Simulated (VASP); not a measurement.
# Bi4C (Im-3m) in VASP: a series of runs, part 2 of 2

VASP 6.6.1. Earlier steps stand in the parts before.

## (4) Single point, PBE (species swapped into the NiHg4 type (Im-3m, No. 229))

Input file INCAR:

```
  PREC = Accurate
  ENCUT = 520
  EDIFF = 1E-7
  ISMEAR = 0
  SIGMA = 0.1
  LREAL = F
  LASPH = T
  NELM = 100
  ALGO = Normal
  ISIF = 2
  LWAVE = F
  LCHARG = F
  GGA = PE
  NBANDS = 40
```

Input file KPOINTS:

```
Automatic mesh
0
Gamma
  4 4 4
```

Input file POSCAR:

```
Bi4C
1.0
   -3.2786663711      3.2786663711      3.2786663711
    3.2786663711     -3.2786663711      3.2786663711
    3.2786663711      3.2786663711     -3.2786663711
Bi C
4 1
Direct
    0.0000000000      0.0000000000      0.5000000000
    0.5000000000      0.0000000000      0.0000000000
    0.5000000000      0.5000000000      0.5000000000
    0.0000000000      0.5000000000      0.0000000000
    0.0000000000      0.0000000000      0.0000000000
```

On the command line:

```bash
$ cat potpaw_PBE.64/Bi_d/POTCAR potpaw_PBE.64/C/POTCAR > POTCAR
$ mpirun -np 1 vasp_std > vasp.out
```

Wall time 46 s (1 thread of Intel Xeon 6975P-C (Granite Rapids), shared host); peak memory 0.26 GiB.

The run converged. Its results:

```
Free energy            : -20.1246 eV
Pressure               : 0.0 GPa
Band gap on the k mesh : none (metal or under the smearing width)
```

Levels at points of the mesh, in eV from the Fermi level:
```
           k point  band 29  band 30  band 31  band 32  band 33  band 34  band 35  band 36
(0.00, 0.00, 0.00)    -3.33    -3.33    -3.33     1.32     1.32     1.32     2.44     2.44
(0.50, 0.00, 0.00)    -1.65    -1.39    -1.25    -0.09     0.32     0.40     0.55     0.59
(0.50, 0.50, 0.50)    -1.71    -1.71    -1.14    -0.12    -0.12    -0.12     4.35     4.35
```

Caveat: spin-orbit coupling is left out, which moves the levels of the heavy elements.

## (5) Relaxation of cell and atoms, PBE (species swapped into the NiHg4 type (Im-3m, No. 229))

Input file INCAR:

```
ALGO     = Normal         # electronic algorithm
EDIFF    = 1E-7           # SCF threshold, eV
EDIFFG   = -0.04          # ionic threshold
ENCUT    = 600            # plane-wave cutoff, eV
GGA      = PE             # functional
IBRION   = 2              # ionic algorithm
ISIF     = 3              # what is computed and relaxed
ISMEAR   = 0              # smearing method
LASPH    = True           # aspherical terms in the spheres
LCHARG   = False          # write CHGCAR
LREAL    = False          # projectors in reciprocal space
LWAVE    = False          # write WAVECAR
NELM     = 60             # most SCF steps
NSW      = 90             # ionic steps
PREC     = Accurate       # precision mode
SIGMA    = 0.1            # smearing width, eV
```

Input file KPOINTS:

```
k-points
0
Gamma
  4 4 4
```

POSCAR: that of step 4 with these lines changed.

```diff
@@ -2,5 +2,5 @@
 1.0
-   -3.2786663711      3.2786663711      3.2786663711
-    3.2786663711     -3.2786663711      3.2786663711
-    3.2786663711      3.2786663711     -3.2786663711
+   -3.2010864700      3.2010864700      3.2010864700
+    3.2010864700     -3.2010864700      3.2010864700
+    3.2010864700      3.2010864700     -3.2010864700
 Bi C
```

Potentials or basis: VASP PAW PBE potentials, release 64 (Bi_d, C).

On the command line:

```bash
$ cat potpaw_PBE.64/Bi_d/POTCAR potpaw_PBE.64/C/POTCAR > POTCAR
$ mpirun -np 1 vasp_std > vasp.out
```

OUTCAR:

```text
EDIFF = 1E-7
   EDIFFG = -0.04
   ENCUT = 600
   GGA = PE
   IBRION = 2
   ISIF = 3
   ISMEAR = 0
   LASPH = True
   LREAL = False
   NELM = 60
   NSW = 90
   PREC = Accurate

 ion  position               nearest neighbor table
   1  0.000  0.000  0.500-   5 2.77   5 2.77   4 3.20   2 3.20   3 3.20   4 3.20   2 3.20   3 3.20

   2  0.500  0.000  0.000-   5 2.77   5 2.77   4 3.20   1 3.20   3 3.20   3 3.20   1 3.20   4 3.20

   3  0.500  0.500  0.500-   5 2.77   5 2.77   4 3.20   1 3.20   2 3.20   4 3.20   1 3.20   2 3.20

   4  0.000  0.500  0.000-   5 2.77   5 2.77   3 3.20   1 3.20   2 3.20   1 3.20   3 3.20   2 3.20

   5  0.000  0.000  0.000-   1 2.77   2 2.77   3 2.77   4 2.77   1 2.77   4 2.77   2 2.77   3 2.77

  LATTYP: Found a body centered cubic cell.
 ALAT       =     6.4021729400

  Lattice vectors:

 A1 = (  -3.2010864700,   3.2010864700,   3.2010864700)
 A2 = (   3.2010864700,  -3.2010864700,   3.2010864700)
 A3 = (   3.2010864700,   3.2010864700,  -3.2010864700)

Analysis of symmetry for initial positions (statically):
=====================================================================
 Subroutine PRICEL returns:
 Original cell was already a primitive cell.

 Routine SETGRP: Setting up the symmetry group for a
 body centered cubic supercell.

 Subroutine GETGRP returns: Found 48 space group operations
 (whereof 48 operations were pure point group operations)
 out of a pool of 48 trial point group operations.

The static configuration has the point symmetry O_h .

Analysis of symmetry for dynamics (positions and initial velocities):
=====================================================================
 Subroutine PRICEL returns:
 Original cell was already a primitive cell.

 Routine SETGRP: Setting up the symmetry group for a
 body centered cubic supercell.

 Subroutine GETGRP returns: Found 48 space group operations
 (whereof 48 operations were pure point group operations)
 out of a pool of 48 trial point group operations.

The dynamic configuration has the point symmetry O_h .

 Subroutine INISYM returns: Found 48 space group operations
 (whereof 48 operations are pure point group operations),
 and found     1 'primitive' translations

----------------------------------------------------------------------------------------

                                     Primitive cell
[... 91 lines left out ...]
   NELECT =      64.0000    total number of electrons
   NUPDOWN=      -1.0000    fix difference up-down
   EMIN   =  10.00;   EMAX   =-10.00  energy-range for DOS
   EFERMI =   0.00;   METHOD = LEGACY
   ISMEAR =     0;   SIGMA  =   0.10  broadening in eV -4-tet -1-fermi 0-gaus
   EFERMI_NEDOS =   21; number of points for ismear=-14 and -15
   IALGO  =     38    algorithm
   IMIX   =      4    mixing-type and parameters
     AMIX     =   0.40;   BMIX     =  1.00
     AMIX_MAG =   1.60;   BMIX_MAG =  1.00
  volume/ion in A,a.u.               =      26.24       177.08
  Fermi-wavevector in a.u.,A,eV,Ry     =   1.288697  2.435284 22.595732  1.660739
  Thomas-Fermi vector in A             =   2.420635
   LORBIT       =      0    0 simple, 1 ext, 2 COOP (PROOUT), +10 PAW based schemes
   GGA     = PE    functional components
   LHFCALC =     F    Hartree Fock is set to
   AEXX    =    0.0000 exact exchange contribution
   IVDW    =     0    specifies the selected vdW correction
   LEPSILON=     F    determine dielectric tensor
   LRPA    =     F    only Hartree local field effects (RPA)
 conjugate gradient relaxation of ions
 non-spin polarized calculation
 Gauss-broadening in eV      SIGMA  =   0.10
  energy-cutoff  :      600.00
  volume of cell :      131.21
 maximum number of plane-waves:      4418
 NGX is ok and might be reduce to    48
   NGX = 23   NGY = 23   NGZ = 23

--------------------------------------- Ionic step        1  -------------------------------------------

 number of electron      64.0000002 magnetization

 Free energy of the ion-electron system (eV)
  ---------------------------------------------------
  ext. energy  EPLUGINS =         0.00000000
  ---------------------------------------------------
  free energy    TOTEN  =       -19.97836398 eV

  energy without entropy =      -19.96093653  energy(sigma->0) =      -19.96965026

 E-fermi :   7.9218     XC(G=0): -10.3254

 val. band max:        7.8265988084   @ k =   0.5000   0.0000   0.0000
 cond. band min:       7.9489353651   @ k =   0.2500   0.0000   0.0000
 fundamental gap:      0.1223365567
 Fermi energy:         7.9218168794

 k-point     1 :       0.0000    0.0000    0.0000
  band No.  band energies     occupation
      1     -15.4170      2.00000
      2     -15.4170      2.00000
      3     -15.2820      2.00000
      4     -15.2552      2.00000
      5     -15.2552      2.00000
      6     -15.2529      2.00000
[... 394 lines left out ...]
--------------------------------------- Ionic step        3  -------------------------------------------

 number of electron      64.0000002 magnetization

 Free energy of the ion-electron system (eV)
  ---------------------------------------------------
  ext. energy  EPLUGINS =         0.00000000
  ---------------------------------------------------
  free energy    TOTEN  =       -20.12195861 eV

  energy without entropy =      -20.10010294  energy(sigma->0) =      -20.11103077

 E-fermi :   7.0571     XC(G=0):  -9.9830

 val. band max:        6.9677467264   @ k =   0.5000   0.0000   0.0000
 cond. band min:       7.1063728709   @ k =   0.2500   0.0000   0.0000
 fundamental gap:      0.1386261445
 Fermi energy:         7.0570979354

 k-point     1 :       0.0000    0.0000    0.0000
  band No.  band energies     occupation
      1     -16.1858      2.00000
      2     -16.1858      2.00000
      3     -16.0737      2.00000
      4     -16.0537      2.00000
      5     -16.0537      2.00000
      6     -16.0533      2.00000
[... 349 lines left out ...]
  FREE ENERGIE OF THE ION-ELECTRON SYSTEM (eV)
  ---------------------------------------------------
  free  energy   TOTEN  =       -20.1219586069 eV

  energy  without entropy=      -20.1001029400  energy(sigma->0) =      -20.11103077

 reached required accuracy - stopping structural energy minimisation
```

CONTCAR:

```text
Bi4C
   1.00000000000000
    -3.2790953276636459    3.2790953276636459    3.2790953276636459
     3.2790953276636459   -3.2790953276636459    3.2790953276636459
     3.2790953276636459    3.2790953276636459   -3.2790953276636459
  Bi              C
     4     1
Direct
     0.0000000000000000    0.0000000000000000    0.5000000000000000
     0.5000000000000000    0.0000000000000000    0.0000000000000000
     0.5000000000000000    0.5000000000000000    0.5000000000000000
     0.0000000000000000    0.5000000000000000    0.0000000000000000
     0.0000000000000000    0.0000000000000000    0.0000000000000000

  0.00000000E+00  0.00000000E+00  0.00000000E+00
  0.00000000E+00  0.00000000E+00  0.00000000E+00
  0.00000000E+00  0.00000000E+00  0.00000000E+00
  0.00000000E+00  0.00000000E+00  0.00000000E+00
  0.00000000E+00  0.00000000E+00  0.00000000E+00
```

It took 94 s on 1 thread of Intel Xeon 6975P-C (Granite Rapids), shared host; peak memory 0.33 GiB.

Results:

```yaml
Free_energy: -20.1220 eV
Relaxed_volume: 28.21 Å³/atom
Relaxed_cell: a = 5.680 Å, b = 5.680 Å, c = 5.680 Å, α = 109.47°, β = 109.47°, γ = 109.47°
Space_group_after_relaxing_to_0.05_Å: Im-3m (No. 229)
Energy_gained_by_relaxing: 28.7 meV/atom
Ionic_steps: 3
Pressure_after_relaxing: 0.0 GPa
Band_gap_on_the_k_mesh: none (metal or under the smearing width)
```

The path:
```csv
step,energy change (eV),largest force (eV/Å),pressure (GPa),volume (Å³)
1,0.0000,0.0000,5.10,131.21
2,-0.0925,0.0000,-2.38,147.71
3,-0.1436,0.0000,0.03,141.03
```

Final structure:
```xyz
5
Lattice="-3.2791 3.2791 3.2791 3.2791 -3.2791 3.2791 3.2791 3.2791 -3.2791" Properties=species:S:1:pos:R:3 pbc="T T T"
Bi    1.6395    1.6395   -1.6395
Bi   -1.6395    1.6395    1.6395
Bi    1.6395    1.6395    1.6395
Bi    1.6395   -1.6395    1.6395
C     0.0000    0.0000    0.0000
```

Caveat: spin-orbit coupling is left out, which moves the levels of the heavy elements.

## (6) Overview

| task | cell | k mesh | cutoff (eV) | gap on the mesh (eV) | pressure (GPa) |
| --- | --- | --- | --- | --- | --- |
| single point | species swapped into the NiHg4 type (Im-3m, No. 229) | 8 × 8 × 8 | 520 | none | -0.1 |
| relaxation of cell and atoms | relaxed from: species swapped into the NiHg4 type (Im-3m, No. 229) | 8 × 8 × 8 | 600 | none | 0.0 |
| single point | species swapped into the NiHg4 type (Im-3m, No. 229) | 4 × 4 × 4 | 520 | none | 0.0 |
| relaxation of cell and atoms | relaxed from: species swapped into the NiHg4 type (Im-3m, No. 229) | 4 × 4 × 4 | 600 | none | 0.0 |

Alike in all rows: level PBE; potentials or basis VASP PAW PBE potentials, release 64 (Bi_d, C); no spin polarisation; smearing gaussian 0.1 eV.

Caveats: spin-orbit coupling is left out, which moves the levels of the heavy elements; the relaxation stopped at its first step, so nothing moved (some runs).

Total energies depend on the potentials used, so only differences within one code and one set of settings carry meaning.
